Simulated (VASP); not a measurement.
# NiTe2 (Melonite) with PBEsol + U: from relaxation to properties, part 2 of 2

Aim: relax NiTe2 (Melonite) with PBEsol + U, compute its properties on that cell and hold them against experiment. The start is a cell from a database of measured crystal structures.

VASP 6.6.1, plane waves and PAW; the level of theory is named at each step.

Still holding for the runs below: A U on the itinerant d states of such a compound is hard to justify; it moves the bands at the Fermi level.

So far. Step 7 (Relaxing cell and atoms (PBEsol + U)): It ends with a largest force of 0.005 eV/Å and a pressure of 0.06 GPa. Step 8 (Second relaxation): It ends with a largest force of 0.010 eV/Å and a pressure of 0.03 GPa. The volume moved by only 0.10 %, so the volume is settled. The relaxed cell has a = 3.792, c = 5.100 Å (conventional setting).

The database entry behind the starting cell differs from later determinations by our own check (c about 0.7 % long), so it need not match the best structure at ambient conditions.

**9. Density, ELF and potential (PBEsol + U)**

The relaxed cell gets a fresh self-consistent run, on a basis set for its own volume, to fix the density and to check the remaining stress.

INCAR

```
SYSTEM = NiTe2
PREC = Accurate
ENCUT = 400
EDIFF = 1E-06
NELM = 100
ISMEAR = 0
SIGMA = 0.05
LREAL = .FALSE.
ALGO = Normal
GGA = PS
NBANDS = 18
ISPIN = 2
MAGMOM = 0 -0 -0
LDAU = .TRUE.
LDAUTYPE = 2
LDAUL = 2 -1
LDAUU = 5 0
LDAUJ = 0 0
LDAUPRINT = 1
LASPH = .TRUE.
LMAXMIX = 4
LORBIT = 11
LWAVE = .FALSE.
LCHARG = .TRUE.
ISIF = 2
LELF = .TRUE.
LVHAR = .TRUE.
```

POSCAR

```
NiTe2
1.0
    3.7918420588      0.0000000000      0.0000000000
   -1.8959210294      3.2838315500      0.0000000000
    0.0000000000      0.0000000000      5.1002143523
Ni Te
1 2
Direct
    0.0000000000      0.0000000000      0.0000000000
    0.3333333333      0.6666666667      0.2531639661
    0.6666666667      0.3333333333      0.7468360339
```

KPOINTS

```
Automatic mesh
0
Gamma
8 8 5
0 0 0
```

The projector-augmented-wave data sets are Ni and Te (PBE family, release 64).

Started as:

```
mpirun -np 8 vasp_std
```

Run time: 43 s. Hardware: 8 MPI ranks of AMD EPYC 7R43, shared host; peak memory 0.74 GiB.

With spin, VASP writes an ELF for each channel.

This step gave:

```
SCF cycles : 15
bands      : 24
pressure   : -0.04580 GPa
```

Valence electrons inside each PAW sphere by angular momentum. Sphere charges, by row:

```
atom  s (e)  p (e)  d (e)  tot (e)
 Ni1  0.439  0.511  8.679    9.629
 Te2  1.406   1.86   0.07    3.336
 Te3  1.406   1.86   0.07    3.336
```

Valence density in the ac plane at fractional y = 0.000, with atoms of Ni within 0.2 Å of it. It is the smooth field of the valence electrons, not physical close to the nuclei.

Values in e/Å³, 18 rows by 14 columns, each cell a mean:
```
10  7  3  1  0  0  0  0  0  0  0  1  3  8
 5  3  1  0  0  0  0  0  0  0  0  1  1  3
 1  1  0  0  0  0  0  0  0  0  0  0  0  1
 0  0  0  0  0  0  0  0  0  0  0  0  0  0
 0  0  0  0  0  0  0  0  0  0  0  0  0  0
 0  0  0  0  0  0  0  0  0  0  0  0  0  0
 0  0  0  0  0  0  0  0  0  0  0  0  0  0
 0  0  0  0  0  0  0  0  0  0  0  0  0  0
 0  0  0  0  0  0  0  0  0  0  0  0  0  0
 0  0  0  0  0  0  0  0  0  0  0  0  0  0
 0  0  0  0  0  0  0  0  0  0  0  0  0  0
 0  0  0  0  0  0  0  0  0  0  0  0  0  0
 0  0  0  0  0  0  0  0  0  0  0  0  0  0
 0  0  0  0  0  0  0  0  0  0  0  0  0  0
 1  0  0  0  0  0  0  0  0  0  0  0  0  1
 3  2  1  0  0  0  0  0  0  0  0  0  1  2
 9  6  2  1  0  0  0  0  0  0  0  1  3  7
13  9  3  1  0  0  0  0  0  0  0  1  5 10
```
Columns run along a (3.8 Å), rows up along c (5.1 Å). Atoms in or near the plane, at fractional coordinates: Ni at (0.00, 0.00).

Electrostatic potential energy in the ac plane at fractional y = 0.000, with atoms of Ni within 0.2 Å of it. With pseudopotentials it is smooth inside the atoms' cores, unlike the true potential.

Values in eV, 18 rows by 14 columns, each cell a mean:
```
-66 -62 -33  -8  -2   0   0   0   0   0  -2 -14 -42 -64
-47 -36 -17  -5  -1  -1  -2  -2  -1  -1  -1  -7 -21 -41
-12  -9  -5  -1  -1  -3  -4  -5  -4  -2  -1  -2  -6 -10
 -1  -1   0   0  -1  -4  -6  -7  -5  -3  -1   0   0  -1
  2   2   2   1  -1  -4  -7  -8  -6  -3  -1   1   2   2
  3   3   3   1  -1  -3  -5  -5  -4  -2   0   2   3   3
  4   4   3   2   1  -1  -3  -3  -2  -1   1   2   3   4
  4   4   3   3   2   1   0   0   0   1   2   3   4   4
  4   4   4   3   2   2   1   1   1   2   2   3   4   4
  4   4   3   3   2   1   0   0   0   1   2   3   4   4
  4   4   3   2   1   0  -2  -2  -1   0   1   3   3   4
  3   3   3   2   0  -3  -4  -5  -4  -2   0   2   3   3
  3   3   2   1  -1  -4  -6  -7  -6  -3  -1   1   2   3
  0   1   1   0  -2  -4  -6  -8  -6  -3  -1   1   1   0
 -8  -6  -3  -1  -1  -3  -5  -5  -4  -3  -1  -1  -3  -7
-33 -24 -12  -3  -1  -1  -3  -3  -2  -1  -1  -5 -14 -27
-66 -58 -29  -7  -1   0   0   0   0   0  -2 -12 -37 -62
-66 -66 -40 -10  -2   1   1   1   1   0  -3 -17 -49 -66
```
Columns run along a (3.8 Å; values clipped at the 3rd and 97th percentile), rows up along c (5.1 Å). Atoms in or near the plane, at fractional coordinates: Ni at (0.00, 0.00).

ELF of up spins in the ac plane at fractional y = 0.000, with atoms of Ni within 0.2 Å of it. It is the smooth field of the valence electrons, not physical close to the nuclei.

Values, 18 rows by 14 columns, each cell a mean:
```
0.00 0.01 0.09 0.21 0.24 0.32 0.34 0.34 0.34 0.30 0.23 0.19 0.06 0.01
0.05 0.08 0.16 0.24 0.32 0.45 0.49 0.50 0.48 0.42 0.30 0.22 0.14 0.07
0.19 0.20 0.22 0.31 0.48 0.61 0.65 0.66 0.64 0.59 0.44 0.26 0.21 0.20
0.19 0.20 0.24 0.41 0.59 0.69 0.73 0.73 0.72 0.67 0.55 0.35 0.23 0.19
0.17 0.20 0.27 0.44 0.60 0.71 0.76 0.76 0.75 0.69 0.57 0.38 0.25 0.19
0.13 0.15 0.22 0.38 0.55 0.67 0.74 0.75 0.72 0.65 0.52 0.32 0.20 0.14
0.07 0.09 0.14 0.27 0.42 0.56 0.65 0.67 0.63 0.53 0.39 0.22 0.13 0.08
0.03 0.04 0.07 0.15 0.25 0.37 0.45 0.47 0.43 0.34 0.23 0.12 0.06 0.04
0.02 0.03 0.05 0.10 0.18 0.26 0.33 0.35 0.31 0.24 0.16 0.08 0.04 0.03
0.03 0.04 0.06 0.13 0.22 0.33 0.41 0.43 0.39 0.30 0.20 0.11 0.06 0.03
0.06 0.07 0.11 0.22 0.36 0.50 0.58 0.61 0.56 0.46 0.33 0.18 0.10 0.06
0.11 0.13 0.20 0.36 0.52 0.65 0.72 0.74 0.71 0.62 0.49 0.30 0.18 0.12
0.16 0.19 0.26 0.43 0.60 0.71 0.76 0.76 0.75 0.69 0.57 0.37 0.24 0.18
0.18 0.19 0.26 0.43 0.60 0.70 0.74 0.74 0.73 0.68 0.57 0.37 0.24 0.19
0.21 0.21 0.22 0.34 0.52 0.64 0.68 0.68 0.67 0.62 0.48 0.28 0.21 0.21
0.10 0.13 0.19 0.26 0.38 0.51 0.55 0.56 0.55 0.49 0.34 0.23 0.17 0.12
0.01 0.02 0.10 0.22 0.26 0.34 0.37 0.38 0.37 0.32 0.24 0.19 0.08 0.01
0.01 0.01 0.07 0.20 0.22 0.27 0.28 0.28 0.28 0.26 0.22 0.17 0.05 0.00
```
Columns run along a (3.8 Å), rows up along c (5.1 Å). Atoms in or near the plane, at fractional coordinates: Ni at (0.00, 0.00).

In this run the pressure is -0.05 GPa, small enough to go on; single stress components reach 0.10 GPa.

**10. Band structure (PBEsol + U)**

Levels along the symmetry lines show where the bands peak and cross; KPOINTS_OPT computes them in the converged potential.

Changes to INCAR since step 9:

```diff
@@ -10,3 +10,3 @@
 GGA = PS
-NBANDS = 18
+NBANDS = 25
 ISPIN = 2
@@ -23,5 +23,3 @@
 LWAVE = .FALSE.
-LCHARG = .TRUE.
-ISIF = 2
-LELF = .TRUE.
-LVHAR = .TRUE.
+LCHARG = .FALSE.
+KPAR = 8
```

POSCAR is that of step 9.

KPOINTS is that of step 9.

KPOINTS_OPT

```
Line mode
16
Line-mode
Reciprocal
  0.00000000   0.00000000   0.00000000 GAMMA
  0.50000000   0.00000000   0.00000000 M

  0.50000000   0.00000000   0.00000000 M
  0.33333333   0.33333333   0.00000000 K

  0.33333333   0.33333333   0.00000000 K
  0.00000000   0.00000000   0.00000000 GAMMA

  0.00000000   0.00000000   0.00000000 GAMMA
  0.00000000   0.00000000   0.50000000 A

  0.00000000   0.00000000   0.50000000 A
  0.50000000   0.00000000   0.50000000 L

  0.50000000   0.00000000   0.50000000 L
  0.33333333   0.33333333   0.50000000 H

  0.33333333   0.33333333   0.50000000 H
  0.00000000   0.00000000   0.50000000 A

  0.50000000   0.00000000   0.50000000 L
  0.50000000   0.00000000   0.00000000 M

  0.33333333   0.33333333   0.00000000 K
  0.33333333   0.33333333   0.50000000 H
```

Started as:

```
mpirun -np 8 vasp_std
```

Run time: 81 s. Hardware: 8 MPI ranks; peak memory 2.1 GiB; 8.5 min of CPU time.

Spin-orbit coupling is off here; it can split and shift levels that hold much weight on Te by tenths of an eV or more.

Numbers from this step:

```yaml
bands: 25
pressure: -0.04238 GPa
```

Both spin channels agree. Electronic bands along the path, in eV, zero at the Fermi level; # counts the bands kept in this run:

```
          point     #6     #7     #8     #9    #10    #11   #12   #13
              Γ  -2.50   0.51   0.51   0.88   0.88   2.80  3.51  5.94
0.47 of the way  -2.80  -2.25  -1.37  -0.38   1.72   2.10  4.12  6.92
              M  -3.03  -2.97  -2.88  -2.14  -0.16   2.29  3.17  6.07
0.53 of the way  -2.93  -2.66  -2.50  -1.58  -0.36   0.72  3.81  4.89
              K  -3.05  -1.93  -1.93  -1.92  -0.51  -0.51  3.20  7.58
0.47 of the way  -2.95  -2.53  -2.45   0.28   0.54   1.40  4.71  5.66
              Γ  -2.50   0.51   0.51   0.88   0.88   2.80  3.51  5.94
0.47 of the way  -2.41   0.09   0.09   1.39   1.39   1.49  3.89  6.08
              A  -1.68  -0.74  -0.18  -0.18   1.80   1.80  4.83  5.55
0.47 of the way  -2.63  -1.26  -0.77  -0.43   0.74   0.75  4.31  5.27
              L  -2.87  -2.70  -1.96  -0.19   0.29   1.26  4.83  4.96
0.53 of the way  -2.94  -2.73  -2.51  -1.98   1.87   2.22  5.89  6.31
              H  -2.86  -2.86  -2.60  -2.60   2.50   2.50  7.21  7.21
0.47 of the way  -2.78  -1.88  -1.64  -1.29   0.88   1.60  5.65  5.95
              A  -1.68  -0.74  -0.18  -0.18   1.80   1.80  4.83  5.55
      jump to L  -2.87  -2.70  -1.96  -0.19   0.29   1.26  4.83  4.96
0.47 of the way  -2.88  -2.86  -2.46  -1.21   1.09   1.14  3.62  4.31
              M  -3.03  -2.97  -2.88  -2.14  -0.16   2.29  3.17  6.07
      jump to K  -3.05  -1.93  -1.93  -1.92  -0.51  -0.51  3.20  7.58
0.53 of the way  -3.13  -2.91  -2.35  -2.35   1.06   1.06  5.05  7.88
              H  -2.86  -2.86  -2.60  -2.60   2.50   2.50  7.21  7.21
```

Of the projections kept (Ni, Te), the largest for each band there, as a share of the weight inside these atoms' spheres; weight between the spheres isn't counted:

```
point       #6       #7       #8       #9      #10      #11      #12      #13
    Γ  Ni 0.94  Te 0.85  Te 0.85  Te 0.54  Te 0.54  Te 0.99  Te 0.80  Ni 0.57
    M  Te 0.83  Ni 0.99  Ni 0.99  Ni 0.79  Ni 0.67  Te 0.66  Ni 0.60  Te 0.57
    K  Ni 0.99  Ni 0.65  Ni 0.65  Te 0.77  Ni 0.73  Ni 0.73  Ni 0.60  Te 0.73
    Γ  Ni 0.94  Te 0.85  Te 0.85  Te 0.54  Te 0.54  Te 0.99  Te 0.80  Ni 0.57
    A  Te 0.95  Te 0.57  Te 0.90  Te 0.90  Te 0.57  Te 0.57  Te 0.62  Ni 0.51
    L  Ni 0.98  Ni 0.91  Te 0.78  Te 0.86  Ni 0.51  Ni 0.52  Te 0.54  Te 0.97
```

There is no gap at this level.

**11. Total and projected DOS (PBEsol + U)**

Here the states are counted by energy and projected on the atoms. The mesh is finer than in the run before.

Changes to INCAR since step 10:

```diff
@@ -5,3 +5,3 @@
 NELM = 100
-ISMEAR = 0
+ISMEAR = -5
 SIGMA = 0.05
@@ -25 +25,2 @@
 KPAR = 8
+NEDOS = 2001
```

POSCAR is that of step 10.

KPOINTS

```
Automatic mesh
0
Gamma
12 12 8
0 0 0
```

Started as:

```
mpirun -np 8 vasp_std
```

Run time: 97 s. Hardware: 8 MPI ranks; peak memory 2.7 GiB.

Force components of up to 0.10 eV/Å appear here. Mesh or smearing differ from those of the relaxation, so its positions hold an error of that kind, and the forces of a metal with tetrahedra are inexact too. With tetrahedra the forces and stress of a metal are not exact derivatives of the energy.

Numbers from this step:

| Item | Value |
| --- | --- |
| irreducible k-points | 131 |
| free energy (TOTEN) | -11.06 eV |
| Fermi energy | 8.869 eV |
| pressure | -0.02362 GPa |
| DOS at the Fermi level, one point of the energy grid | 1.374 states/eV/cell |

The density of states has structure finer than the step of the table below, so its rows give means over 1 eV, whole bins alone (the curve runs from -12.0 to 5.48 eV). Peaks (eV: height): total -11.2: 2.85, -3.9: 6.44, -3.3: 8.57, -3.0: 11.9; Ni d -3.9: 3.46, -3.2: 6.57, -3.0: 10.0; Te p -5.9: 0.865, -3.9: 1.27, -3.3: 0.853, 1.7: 0.934; Ni p -3.9: 0.103, -3.3: 0.0892, -2.4: 0.133, -1.6: 0.123; Te s -11.2: 1.91.

States under -12.0 eV and over 5.5 eV are left out; both spin channels agree and are summed. The density of states by energy, zero at the Fermi level; means over each step; values in states/eV/cell:

```
energy (eV)   total     Ni d     Te p     Ni p     Te s     Ni s     Te d
        -11    1.65   0.0545   0.0151   0.0293     1.11   0.0132  0.00138
        -10  0.0595  0.00129   2.5e-4  0.00151   0.0421   1.3e-4   5.0e-5
         -9       0        0        0        0        0        0        0
         -8       0        0        0        0        0        0        0
         -7   0.115  0.00977   0.0355  0.00122  0.00124   0.0116   3.1e-4
         -6    1.91    0.223    0.592   0.0425   0.0442    0.115  0.00761
         -5    1.57    0.357    0.440   0.0353   0.0499   0.0603   0.0103
         -4    3.85     1.98    0.763   0.0634   0.0412   0.0609   0.0312
         -3    5.97     4.41    0.561   0.0739   0.0357   0.0662   0.0359
         -2    2.40     1.05    0.568    0.113   0.0433   0.0203   0.0217
         -1    1.46    0.358    0.495   0.0837   0.0425   0.0105   0.0181
          0    1.52    0.425    0.501   0.0489   0.0478   0.0126   0.0269
          1    1.74    0.428    0.675   0.0331   0.0396   0.0138   0.0298
          2    1.41    0.284    0.673   0.0159   0.0151  0.00618   0.0163
          3  0.0783  0.00917  0.00799   4.1e-4   4.5e-4  0.00845   0.0101
          4   0.933   0.0618   0.0711   0.0241   0.0165    0.127    0.136
```

Force by atom:

```
atom  x (eV/Å)  y (eV/Å)  z (eV/Å)   size
 Ni1     0.000     0.000     0.000  0.000
 Te2     0.000     0.000    -0.101  0.101
 Te3     0.000     0.000     0.101  0.101
```

The finer mesh and the other smearing move the Fermi level by +0.05 eV from the 8×8×5 run, one measure of the sampling error in the zero of the bands above. Of the states within 0.3 eV of the Fermi level, the largest shares in the PAW spheres are Te p 32 % and Ni d 29 %. The rest lies in smaller channels or between the spheres.

**12. Zone-centre phonons (PBEsol + U)**

Zone-centre modes test whether the atoms sit at a minimum within this cell. IBRION = 6 takes the force constants from differences of forces between displaced cells, so the forces must be tight.

Changes to INCAR since step 11:

```diff
@@ -3,6 +3,6 @@
 ENCUT = 400
-EDIFF = 1E-06
+EDIFF = 1E-08
 NELM = 100
-ISMEAR = -5
-SIGMA = 0.05
+ISMEAR = 1
+SIGMA = 0.2
 LREAL = .FALSE.
@@ -10,3 +10,3 @@
 GGA = PS
-NBANDS = 25
+NBANDS = 18
 ISPIN = 2
@@ -25,2 +25,6 @@
 KPAR = 8
-NEDOS = 2001
+IBRION = 6
+NFREE = 2
+POTIM = 0.015
+ISIF = 2
+NSW = 1
```

POSCAR is that of step 11.

KPOINTS is that of step 11.

Started as:

```
mpirun -np 8 vasp_std
```

Run time: 11 min. Hardware: 8 MPI ranks; peak memory 9.1 GiB; 71 min of CPU time.

The last energy, forces, stress and levels in OUTCAR belong to the last displaced cell, not to the cell of POSCAR.

This step gave:

```
bands                     : 18
pressure of the cell      : -0.03692 GPa
largest force of the cell : 0.08363 eV/Å
```

The modes at Γ (shares of kinetic energy by element, %):

```
mode  frequency (cm⁻¹)  symmetry  Ni %  Te %
   1              -0.2  acoustic    19    81
   2              -0.1  acoustic    19    81
   3              -0.1  acoustic    19    81
   4              89.1        Eg     0   100
   5              89.1        Eg     0   100
   6             146.8       A1g     0   100
   7             206.3       A2u    81    19
   8             217.7        Eu    81    19
   9             217.7        Eu    81    19
```

Displacements in mode 4 (89.1 cm⁻¹), the largest set to 1:
```
Ni1  0.00  0.00  0.00
Te2  0.00  1.00  0.00
Te3  0.00 -1.00  0.00
```

Displacements in mode 8 (217.7 cm⁻¹), the largest set to 1:
```
Ni1  0.00 -1.00  0.00
Te2  0.00  0.23  0.00
Te3  0.00  0.23  0.00
```

The three acoustic modes lie within 0.2 cm⁻¹ of zero, and all others are real. By the characters of their eigenvectors the optical modes sort into (cm⁻¹) Raman active: Eg 89, A1g 147; infrared active: A2u 206, Eu 218. With a centre of inversion no mode is active in both.

**13. Bands along the symmetry lines (PBEsol + U + SOC)**

This step: PBEsol, DFT+U (Ni d 5 eV), spin-orbit coupling, no spin polarisation; plane waves and PAW (Ni, Te) (VASP 6.6.1).

Levels along the symmetry lines show where the bands peak and cross; KPOINTS_OPT computes them in the converged potential. Spin-orbit coupling needs spinors and the noncollinear program, where each band holds one electron.

INCAR

```
SYSTEM = NiTe2
PREC = Accurate
ENCUT = 400
EDIFF = 1E-06
NELM = 100
ISMEAR = 0
SIGMA = 0.05
LREAL = .FALSE.
ALGO = Normal
GGA = PS
LNONCOLLINEAR = .TRUE.
MAGMOM = 0 0 0 0 0 -0 0 0 -0
NBANDS = 34
GGA_COMPAT = .FALSE.
LASPH = .TRUE.
LSORBIT = .TRUE.
LORBMOM = .TRUE.
ISYM = -1
LDAU = .TRUE.
LDAUTYPE = 2
LDAUL = 2 -1
LDAUU = 5 0
LDAUJ = 0 0
LDAUPRINT = 1
LMAXMIX = 4
LORBIT = 11
LWAVE = .FALSE.
LCHARG = .FALSE.
KPAR = 8
```

POSCAR is that of step 12.

KPOINTS

```
Automatic mesh
0
Gamma
7 7 4
0 0 0
```

KPOINTS_OPT is that of step 10.

Started as:

```
mpirun -np 8 vasp_ncl
```

The job ended after 3.6 min (8 MPI ranks; peak memory 6.4 GiB; 23 min of CPU time).

Numbers from this step:

```yaml
scf_cycles: 16
bands: 34
irreducible_k_points: 196
free_energy_toten: -11.30 eV
energy_at_zero_smearing: -11.30 eV
fermi_energy: 8.795 eV
pressure: 0.2692 GPa
```

On-site spin-orbit energy by atom:

```
atom  on-site spin-orbit energy (eV)
 Ni1                          -0.011
 Te2                          -0.220
 Te3                          -0.220
```

Electronic bands along the path, in eV, zero at the Fermi level; # counts the bands kept in this run:

```
          point    #13    #14    #15    #16    #17    #18    #19    #20
              Γ   0.08   0.08   0.70   0.70   0.87   0.87   1.11   1.11
0.47 of the way  -2.23  -2.23  -1.39  -1.39  -0.34  -0.34   1.64   1.64
              M  -2.88  -2.88  -2.84  -2.84  -2.11  -2.11  -0.14  -0.14
0.53 of the way  -2.64  -2.64  -2.44  -2.44  -1.55  -1.55  -0.34  -0.34
              K  -2.02  -2.02  -1.94  -1.94  -1.73  -1.73  -0.50  -0.50
0.47 of the way  -2.52  -2.52  -2.39  -2.39   0.23   0.23   0.59   0.59
              Γ   0.08   0.08   0.70   0.70   0.87   0.87   1.11   1.11
0.47 of the way  -0.30  -0.30   0.44   0.44   1.05   1.05   1.65   1.65
              A  -0.73  -0.73  -0.37  -0.37   0.18   0.18   1.60   1.60
0.47 of the way  -1.26  -1.26  -0.85  -0.85  -0.31  -0.31   0.66   0.66
              L  -2.63  -2.63  -1.98  -1.98  -0.13  -0.13   0.29   0.29
0.53 of the way  -2.68  -2.68  -2.48  -2.48  -1.93  -1.93   1.86   1.86
              H  -2.77  -2.77  -2.56  -2.56  -2.51  -2.51   2.39   2.39
0.47 of the way  -1.88  -1.88  -1.62  -1.62  -1.24  -1.24   0.90   0.90
              A  -0.73  -0.73  -0.37  -0.37   0.18   0.18   1.60   1.60
      jump to L  -2.63  -2.63  -1.98  -1.98  -0.13  -0.13   0.29   0.29
0.47 of the way  -2.77  -2.77  -2.44  -2.44  -1.16  -1.16   0.95   0.95
              M  -2.88  -2.88  -2.84  -2.84  -2.11  -2.11  -0.14  -0.14
      jump to K  -2.02  -2.02  -1.94  -1.94  -1.73  -1.73  -0.50  -0.50
0.53 of the way  -2.88  -2.88  -2.32  -2.32  -2.30  -2.30   1.01   1.01
              H  -2.77  -2.77  -2.56  -2.56  -2.51  -2.51   2.39   2.39
```

Of the projections kept (Ni, Te), the largest for each band there, as a share of the weight inside these atoms' spheres; weight between the spheres isn't counted:

```
point      #13      #14      #15      #16      #17      #18      #19      #20
    Γ  Te 0.87  Te 0.87  Te 0.51  Te 0.51  Te 0.84  Te 0.84  Te 0.57  Te 0.57
    M  Te 0.83  Te 0.83  Ni 0.98  Ni 0.98  Ni 0.79  Ni 0.79  Ni 0.67  Ni 0.67
    K  Ni 0.51  Ni 0.51  Ni 0.64  Ni 0.64  Te 0.54  Te 0.54  Ni 0.74  Ni 0.74
    Γ  Te 0.87  Te 0.87  Te 0.51  Te 0.51  Te 0.84  Te 0.84  Te 0.57  Te 0.57
    A  Te 0.56  Te 0.56  Te 0.91  Te 0.91  Te 0.90  Te 0.90  Te 0.55  Te 0.55
    L  Ni 0.92  Ni 0.92  Te 0.79  Te 0.79  Te 0.86  Te 0.86  Ni 0.53  Ni 0.53
```

Force by atom:

```
atom  x (eV/Å)  y (eV/Å)  z (eV/Å)   size
 Ni1     0.000     0.000     0.000  0.000
 Te2     0.000     0.000    -0.112  0.112
 Te3     0.000     0.000     0.112  0.112
```

There is no gap at this level.

**14. What came out**

| Item | Value |
| --- | --- |
| relaxed volume | 21.17 Å³/atom |
| relaxed conventional cell a, b, c | 3.792, 3.792, 5.100 Å; angles 90.0, 90.0, 120.0° |
| space group after relaxing, within 0.02 Å | P-3m1 (No. 164) |
| moment of the cell | 0 μB |
| band gap | none, a metal |
| DOS at the Fermi level | 1.37 states/eV/cell |
| highest zone-centre mode | 218 cm⁻¹ |
| band gap (PBEsol + U + SOC) | none, a metal |

**Reading.** With PBEsol + U, NiTe2 (Melonite) relaxes to 21.17 Å³/atom in space group P-3m1 (held by the symmetry of the run) and comes out as a metal. Against the listed cell the volume lies -7.1 % (a -1.8 %, c -3.7 %). Band structure (PBEsol + U): Of the bands kept, 5 cross the Fermi level on this path. Zone-centre phonons (PBEsol + U): The highest mode in this list at Γ, 217.7 cm⁻¹, is mostly motion of Ni (81 % of the kinetic energy). Bands along the symmetry lines (PBEsol + U + SOC): Of the bands kept, 10 cross the Fermi level on this path (spinor bands, one electron each). The k-sampling is coarse for a metal, so the Fermi level, pressures and the shape of the cell carry errors. Modes at Γ alone can't show that the crystal is stable at other wave vectors. In such a metal, moments, volume and the states at the Fermi level hinge on the chosen U. No search among competing phases was made, and a listed structure need not be the one stable at ambient conditions. All values are for a static lattice at zero temperature.

Comparison with the measured values:

| quantity | measured | PBEsol, DFT+U, zero-moment start |
| --- | --- | --- |
| lattice constant a (Å) | 3.855 | 3.792 (-1.6 %) |
| Raman mode, Eg (tentative assignment) (cm⁻¹) | 76 | 89 (+17.2 %) |
| lattice constant c (Å) | not in our table of this source | 5.100 |

Measured values from arxiv:1808.07610 (2018).

Verdict: The lattice constant a is off by -1.6 %. The Raman mode is off by +17.2 %. The magnetic state of these runs (no moments) need not be that of the sample, so the match is not graded. For lattice constants and Raman mode the calculation has a static lattice, without zero-point motion or thermal expansion (measured at up to 300 K).

[Lines on the potential files, build, host, timing and source positions are cut from VASP's logs without a mark.]

[Logs are printed without paths, hosts, clocks, repeated set-up lines and the standing remarks that a program may print on its own settings, such as how far it seeks lower states.]

[Hosts, paths, dates, database ids (printed as entryN), source tags and the programs' standing remarks are cut or masked in the printed files.]

[A measured line is paired with the nearest computed mode of its activity, which favours agreement.]

[In band tables of VASP the shares of atoms and orbitals are scaled to a sum of 1 inside the atoms' spheres.]
